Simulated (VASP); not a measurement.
# MgTi (P-6m2) in VASP: single point with LDA

Aim: the single point of MgTi with LDA.

All numbers are computed with VASP 6.6.1; they aren't measurements. Logs are shortened: lines on timing, memory, paths and dates and some standing lists are left out, and cuts for length are marked.

## Step 1: Starting point

The structure is hexagonal, space group P-6m2 (No. 187). Conventional cell: a = 2.894 Å, b = 2.894 Å, c = 5.259 Å, α = 90.00°, β = 90.00°, γ = 120.00°. Mg (site symmetry -6m2) is surrounded by 6 Mg at 2.89 Å and 6 Ti at 3.12 Å. Ti (site symmetry -6m2) is surrounded by 6 Ti at 2.89 Å and 6 Mg at 3.12 Å.

The cell comes from a database or a generator and needn't be the stable form of this composition.

## Step 2: Single point, LDA, collinear spin, typed start

Contents of INCAR:

```
PREC     = Accurate       # precision mode
ENCUT    = 520            # plane-wave cutoff, eV
EDIFF    = 1E-6           # SCF threshold, eV
ISMEAR   = -1             # smearing method
SIGMA    = 0.03           # smearing width, eV
LREAL    = False          # projectors in reciprocal space
LASPH    = True           # aspherical terms in the spheres
NELM     = 150            # most SCF steps
ALGO     = Normal         # electronic algorithm
ISIF     = 2              # what is computed and relaxed
LWAVE    = False          # write WAVECAR
LCHARG   = True           # write CHGCAR
ISPIN    = 2              # spin polarisation
MAGMOM   = 0 1            # initial moments
LORBIT   = 11             # projections on sites
LMAXMIX  = 4              # l up to which the mixer works
GGA      = CA             # functional
LELF     = True           # ELF
LVHAR    = True         
NBANDS   = 18             # bands
```

Contents of KPOINTS:

```
regular mesh
0
Gamma
  13 13 6
```

Contents of POSCAR:

```
MgTi
1.0
    2.8943431265      0.0000000000      0.0000000000
   -1.4471715632      2.5065746748      0.0000000000
    0.0000000000      0.0000000000      5.2589210000
Mg Ti
1 1
Direct
    0.0000000000      0.0000000000      0.0000000000
    0.6666666667      0.3333333333      0.5000000000
```

Potentials or basis: VASP PAW LDA potentials, release 64 (Mg, Ti_sv).

Launch:

```bash
cat potpaw_LDA.64/Mg/POTCAR potpaw_LDA.64/Ti_sv/POTCAR > POTCAR
mpirun -np 1 vasp_std > vasp.out
```

OUTCAR:

```text
PREC = Accurate
   ENCUT = 520
   EDIFF = 1E-6
   ISMEAR = -1
   LREAL = False
   LASPH = True
   NELM = 150
   ISIF = 2
   ISPIN = 2
   LORBIT = 11
   GGA = CA

 ion  position               nearest neighbor table
   1  0.000  0.000  0.000-   2 3.12   2 3.12   2 3.12   2 3.12   2 3.12   2 3.12
   2  0.667  0.333  0.500-   1 3.12   1 3.12   1 3.12   1 3.12   1 3.12   1 3.12

  LATTYP: Found a hexagonal cell.
 ALAT       =     2.8943431265
 C/A-ratio  =     1.8169652906

  Lattice vectors:

 A1 = (   2.8943431265,   0.0000000000,   0.0000000000)
 A2 = (  -1.4471715632,   2.5065746748,   0.0000000000)
 A3 = (   0.0000000000,   0.0000000000,   5.2589210000)

Analysis of symmetry for initial positions (statically):
=====================================================================
 Subroutine PRICEL returns:
 Original cell was already a primitive cell.

 Routine SETGRP: Setting up the symmetry group for a
 hexagonal supercell.

 Subroutine GETGRP returns: Found 12 space group operations
 (whereof 12 operations were pure point group operations)
 out of a pool of 24 trial point group operations.

The static configuration has the point symmetry D_3h.

Analysis of symmetry for dynamics (positions and initial velocities):
=====================================================================
 Subroutine PRICEL returns:
 Original cell was already a primitive cell.

 Routine SETGRP: Setting up the symmetry group for a
 hexagonal supercell.

 Subroutine GETGRP returns: Found 12 space group operations
 (whereof 12 operations were pure point group operations)
 out of a pool of 24 trial point group operations.

The dynamic configuration has the point symmetry D_3h.

Analysis of structural, dynamic, and magnetic symmetry:
=====================================================================
 Subroutine PRICEL returns:
 Original cell was already a primitive cell.

 Routine SETGRP: Setting up the symmetry group for a
 hexagonal supercell.

 Subroutine GETGRP returns: Found 12 space group operations
 (whereof 12 operations were pure point group operations)
 out of a pool of 24 trial point group operations.

The overall configuration has the point symmetry D_3h.

 Subroutine INISYM returns: Found 12 space group operations
 (whereof 12 operations are pure point group operations),
 and found     1 'primitive' translations

----------------------------------------------------------------------------------------

                                     Primitive cell

  volume of cell :      38.1529

  direct lattice vectors                    reciprocal lattice vectors
     2.894343126  0.000000000  0.000000000     0.345501537  0.199475406  0.000000000
    -1.447171563  2.506574675  0.000000000     0.000000000  0.398950811  0.000000000
     0.000000000  0.000000000  5.258921000     0.000000000  0.000000000  0.190153075

  length of vectors
     2.894343126  2.894343126  5.258921000     0.398950811  0.398950811  0.190153075

  position of ions in fractional coordinates (direct lattice)
     0.000000000  0.000000000  0.000000000
     0.666666667  0.333333333  0.500000000

  ion indices of the primitive-cell ions
   primitive index   ion index
                 1           1
                 2           2

----------------------------------------------------------------------------------------

 KPOINTS: regular mesh

Automatic generation of k-mesh.
 Grid dimensions read from file:
 generate k-points for:   13   13    6

 Generating k-lattice:

  Cartesian coordinates                     Fractional coordinates (reciprocal lattice)
     0.026577041  0.015344262  0.000000000     0.076923077  0.000000000  0.000000000
     0.000000000  0.030688524  0.000000000     0.000000000  0.076923077  0.000000000
     0.000000000  0.000000000  0.031692179     0.000000000  0.000000000  0.166666667

  Length of vectors
     0.030688524  0.030688524  0.031692179

  Shift w.r.t. Gamma in fractional coordinates (k-lattice)
     0.000000000  0.000000000  0.000000000

 Subroutine IBZKPT returns following result:
 ===========================================

 Found     84 irreducible k-points:

 Following reciprocal coordinates:
            Coordinates               Weight
  0.000000  0.000000  0.000000      1.000000
  0.076923  0.000000  0.000000      6.000000
  0.153846  0.000000  0.000000      6.000000
  0.230769  0.000000  0.000000      6.000000
  0.307692  0.000000  0.000000      6.000000
  0.384615  0.000000  0.000000      6.000000
[... 16 lines left out ...]
  0.076923  0.000000  0.166667     12.000000
  0.153846  0.000000  0.166667     12.000000
 [... further k-points ...]
   k-points           NKPTS =     84   k-points in BZ     NKDIM =     84   number of bands    NBANDS=     18
   number of dos      NEDOS =    301   number of ions     NIONS =      2
   total plane-waves  NPLWV =  23040
   dimension x,y,z NGX =    24 NGY =   24 NGZ =   40
   dimension x,y,z NGXF=    48 NGYF=   48 NGZF=   80
   ions per type =               1   1
   NGX,Y,Z   is equivalent  to a cutoff of  13.79, 13.79, 12.64 a.u.
   NGXF,Y,Z  is equivalent  to a cutoff of  27.57, 27.57, 25.29 a.u.
 SYSTEM =  unknown system
   PREC   = accura    normal or accurate (medium, high low for compatibility)
   ISTART =      0    job   : 0-new  1-cont  2-samecut
   ICHARG =      2    charge: 1-file 2-atom 10-const
   ISPIN  =      2    spin polarized calculation?
   LNONCOLLINEAR =      F non collinear calculations
   LSORBIT =      F    spin-orbit coupling
   LASPH  =      T    aspherical Exc in radial PAW
   ENCUT  =  520.0 eV  38.22 Ry    6.18 a.u.   5.38  5.38  9.78*2*pi/ulx,y,z
   NELM   =    150;   NELMIN=  2; NELMDL= -5     # of ELM steps
   EDIFF  = 0.1E-05   stopping-criterion for ELM
   LREAL  =      F    real-space projection
   EDIFFG = 0.1E-04   stopping-criterion for IOM
   NSW    =      0    number of steps for IOM
   IBRION =     -1    ionic relax: 0-MD 1-quasi-New 2-CG
   NFREE  =      0    steps in history (QN), initial steepest desc. (CG)
   ISIF   =      2    stress and relaxation
   ISYM   =      2    0-nonsym 1-usesym 2-fastsym
   POTIM  = 0.5000    time-step for ionic-motion
   TEBEG  =    0.0;   TEEND  =   0.0 temperature during run
   PSTRESS=    0.0 pullay stress
   NELECT =      14.0000    total number of electrons
   NUPDOWN=      -1.0000    fix difference up-down
   EMIN   =  10.00;   EMAX   =-10.00  energy-range for DOS
   EFERMI =   0.00;   METHOD = LEGACY
   ISMEAR =    -1;   SIGMA  =   0.03  broadening in eV -4-tet -1-fermi 0-gaus
   EFERMI_NEDOS =   21; number of points for ismear=-14 and -15
   IALGO  =     38    algorithm
   IMIX   =      4    mixing-type and parameters
     AMIX     =   0.40;   BMIX     =  1.00
     AMIX_MAG =   1.60;   BMIX_MAG =  1.00
  volume/ion in A,a.u.               =      19.08       128.73
  Fermi-wavevector in a.u.,A,eV,Ry     =   1.172038  2.214831 18.689961  1.373673
  Thomas-Fermi vector in A             =   2.308473
   LORBIT       =     11    0 simple, 1 ext, 2 COOP (PROOUT), +10 PAW based schemes
   GGA     = CA    functional components
   LHFCALC =     F    Hartree Fock is set to
   AEXX    =    0.0000 exact exchange contribution
   IVDW    =     0    specifies the selected vdW correction
   LEPSILON=     F    determine dielectric tensor
   LRPA    =     F    only Hartree local field effects (RPA)
 spin polarized calculation
  energy-cutoff  :      520.00
  volume of cell :       38.15
 maximum number of plane-waves:      1063
 NGX is ok and might be reduce to    24
   NGX = 11   NGY = 11   NGZ = 19

 number of electron      13.9999996 magnetization      -0.0025102

 number of electron      13.9999996 magnetization       0.0004223

 Free energy of the ion-electron system (eV)
  ---------------------------------------------------
  ext. energy  EPLUGINS =         0.00000000
  ---------------------------------------------------
  free energy    TOTEN  =        -9.98517818 eV

  energy without entropy =       -9.97950271  energy(sigma->0) =       -9.98234045

 E-fermi :   5.0644     XC(G=0): -10.3079

 val. band max:        5.0457453439   @ k =   0.3846   0.1538   0.0000
 cond. band min:       5.0649592003   @ k =   0.4615   0.0769   0.1667
 fundamental gap:      0.0192138565
 Fermi energy:         5.0644152085

 spin component 1

 k-point     1 :       0.0000    0.0000    0.0000
  band No.  band energies     occupation
      1     -50.9726      1.00000
      2     -27.6766      1.00000
      3     -27.2649      1.00000
      4     -27.2649      1.00000
      5      -1.6366      1.00000
      6       2.7491      1.00000
[... 10 lines left out ...]
     17      21.4396      0.00000
     18      22.0139      0.00000
[... 463 lines left out ...]
 k-point    24 :       0.1538    0.0000    0.1667
  band No.  band energies     occupation
      1     -50.9535      1.00000
      2     -27.6588      1.00000
      3     -27.3843      1.00000
      4     -27.2921      1.00000
      5      -0.8967      1.00000
      6       2.5892      1.00000
[... 10 lines left out ...]
     17      20.1133      0.00000
     18      22.5088      0.00000

 [... further k-points ...]

 spin component 2

 k-point     1 :       0.0000    0.0000    0.0000
  band No.  band energies     occupation
      1     -50.9725      1.00000
      2     -27.6766      1.00000
      3     -27.2648      1.00000
      4     -27.2648      1.00000
      5      -1.6364      1.00000
      6       2.7493      1.00000
[... 10 lines left out ...]
     17      21.4398      0.00000
     18      22.0141      0.00000
[... 463 lines left out ...]
 k-point    24 :       0.1538    0.0000    0.1667
  band No.  band energies     occupation
      1     -50.9534      1.00000
      2     -27.6588      1.00000
      3     -27.3841      1.00000
      4     -27.2920      1.00000
      5      -0.8965      1.00000
      6       2.5895      1.00000
[... 10 lines left out ...]
     17      20.1135      0.00000
     18      22.5103      0.00000

 [... further k-points ...]

------------------------ aborting loop because EDIFF is reached ----------------------------------------

  FORCE on cell =-STRESS in cart. coord.  units (eV):
  Direction    XX          YY          ZZ          XY          YZ          ZX
  --------------------------------------------------------------------------------------
  -------------------------------------------------------------------------------------
  Total       -1.2722991     -1.2722991     -1.2944968     -0.0000000     -0.0000000      0.0000000
  in kB      -53.4284400    -53.4284400    -54.3606003     -0.0000000     -0.0000000      0.0000000
  external PRESSURE =     -53.7391601 kB  Pullay stress =       0.0000000 kB

 VOLUME and BASIS-vectors are now :
 -----------------------------------------------------------------------------
  energy-cutoff  :      520.00
  volume of cell :       38.15
      direct lattice vectors                 reciprocal lattice vectors
     2.894343126  0.000000000  0.000000000     0.345501537  0.199475406  0.000000000
    -1.447171563  2.506574675  0.000000000     0.000000000  0.398950811  0.000000000
     0.000000000  0.000000000  5.258921000     0.000000000  0.000000000  0.190153075

 POSITION                                       TOTAL-FORCE (eV/Angst)
 -----------------------------------------------------------------------------------
      0.00000      0.00000      0.00000         0.000000     -0.000000      0.000000
      1.44717      0.83552      2.62946        -0.000000      0.000000      0.000000
 -----------------------------------------------------------------------------------
    total drift:                               -0.000000      0.000000      0.000000

  FREE ENERGIE OF THE ION-ELECTRON SYSTEM (eV)
  ---------------------------------------------------
  free  energy   TOTEN  =        -9.9851781833 eV

  energy  without entropy=       -9.9795027122  energy(sigma->0) =       -9.98234045

 total charge

# of ion       s       p       d       tot
------------------------------------------
    1        0.229   0.171   0.018   0.418
    2        2.231   6.067   1.928  10.226
--------------------------------------------------
tot          2.460   6.239   1.946  10.644

 magnetization (x)

# of ion       s       p       d       tot
------------------------------------------
    1        0.000   0.000   0.000   0.000
    2        0.000   0.000   0.000   0.000
--------------------------------------------------
tot          0.000   0.000   0.000   0.000
```

Run time: 55 s. Hardware: 1 thread of AMD EPYC 9R45 (Zen 5), shared host; peak memory 0.19 GiB.

Results:

- Free energy: -9.9852 eV
- Pressure: -5.4 GPa
- Band gap on the k mesh: none (metal or under the smearing width)
- Net moment: 0.00 μB per cell
- Valence electrons inside the program's atomic spheres: Mg 0.42; Ti 10.23

Stress tensor (GPa, compression positive):
```
-5.34  0.00  0.00
 0.00 -5.34  0.00
 0.00  0.00 -5.44
```

Levels at points of the mesh, in eV from the Fermi level:
Spin up:
| k point | band 4 | band 5 | band 6 | band 7 | band 8 | band 9 | band 10 | band 11 |
| --- | --- | --- | --- | --- | --- | --- | --- | --- |
| (0.00, 0.00, 0.00) | -32.33 | -6.70 | -2.32 | -1.27 | 1.12 | 1.12 | 2.56 | 2.56 |
| (0.00, 0.00, 0.50) | -32.33 | -5.68 | -4.71 | -0.59 | 1.12 | 1.12 | 2.55 | 2.55 |
Spin down:
| k point | band 4 | band 5 | band 6 | band 7 | band 8 | band 9 | band 10 | band 11 |
| --- | --- | --- | --- | --- | --- | --- | --- | --- |
| (0.00, 0.00, 0.00) | -32.33 | -6.70 | -2.32 | -1.27 | 1.12 | 1.12 | 2.56 | 2.56 |
| (0.00, 0.00, 0.50) | -32.33 | -5.68 | -4.71 | -0.59 | 1.12 | 1.12 | 2.55 | 2.55 |
